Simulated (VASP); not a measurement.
## Y2B3C2: single point with PBE

Crystal: Y2B3C2.

```
CELL_PARAMETERS angstrom
5.34069 0.29956 0.11365
-0.00963 4.44663 -1.06316
-0.35942 0.41692 3.93369
ATOMIC_POSITIONS crystal
B 0.26748 0.76578 0.05051
B 0.97647 0.36140 0.56201
B 0.50293 0.68656 0.65408
C 0.03243 0.25536 0.15595
C 0.26712 0.52717 0.30777
Y 0.82032 0.73863 0.16073
Y 0.42208 0.23705 0.77607
```

The cell was built by a generator and needn't be a form met in nature.

- Program: VASP 6.6.1
- Task: single point
- Functional: PBE
- Potentials or basis: VASP PAW PBE potentials, release 64 (B, C, Y_sv)
- Cutoff: 520 eV
- k mesh: 3 × 3 × 4
- Occupations: fermi-dirac, width 0.05 eV
- Spin: no spin polarisation

The pressure is -5.6 GPa, the largest force is 3.904 eV/Å and the band gap on the k mesh is none (metal or under the smearing width).

Forces in eV/Å, atoms in the order of the input:
```
B    2.371 -0.357  0.295
B   -0.169 -0.274 -1.970
B   -1.719  1.331 -1.508
C    1.359  0.690  3.594
C    0.024  0.203 -0.511
Y   -0.124  0.867 -0.236
Y   -1.742 -2.460  0.336
```

Stress tensor (GPa, compression positive):
```
-10.25  -6.02   2.54
 -6.02   7.55 -10.97
  2.54 -10.97 -13.97
```

Levels at points of the mesh, in eV from the Fermi level:
```csv
k point,band 16,band 17,band 18,band 19,band 20,band 21,band 22,band 23
"(0.00, 0.00, 0.00)",-3.55,-2.47,-1.67,-0.76,-0.50,0.11,0.88,1.67
"(0.00, 0.00, 0.50)",-3.74,-2.22,-1.34,-0.45,0.36,1.24,1.89,2.05
```

It took 63 s on 1 thread of Intel(R) Xeon(R) Platinum 8175M CPU @ 2.50GHz (Skylake/Cascade Lake), with other jobs on the host, peak memory 0.23 GiB.

Caveat: the k mesh is coarse (spacing up to 0.46 Å⁻¹), so the values aren't converged.
